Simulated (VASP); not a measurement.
Ti (relaxed from the simple-cubic structure, space group Pm-3m): computed properties

All values below come from r2SCAN meta-GGA, VASP's PBE PAW potentials (set 64) (plane waves; VASP 6.6.1).

```
Item                                                                                                      Result
----------------------------------  ----------------------------------------------------------------------------
space group                                                                                          Pm-3m (221)
cell                                a = 2.6302 Å, b = 2.6302 Å, c = 2.6302 Å, α = 90.00°, β = 90.00°, γ = 90.00°
volume per atom                                                                                    18.20 Å³/atom
band gap (over mesh and band path)                                      none (metal, semimetal or under 0.01 eV)
density                                                                                               4.37 g/cm³
```

```cif
data_Ti
_chemical_formula_sum 'Ti1'
_space_group_name_H-M_alt 'P 1'
_space_group_IT_number 1
_cell_length_a 2.63021
_cell_length_b 2.63021
_cell_length_c 2.63021
_cell_angle_alpha 90.000
_cell_angle_beta 90.000
_cell_angle_gamma 90.000
loop_
_space_group_symop_operation_xyz
  'x, y, z'
loop_
_atom_site_label
_atom_site_type_symbol
_atom_site_fract_x
_atom_site_fract_y
_atom_site_fract_z
_atom_site_occupancy
Ti1 Ti 0.00000 0.00000 0.00000 1
```

The structure was generated: Ti was put into the simple-cubic type (Pm-3m), which need not be its known phase. It was relaxed first, which changed the volume by -8 %. Symmetry was kept, so distortions that lower it aren't found.
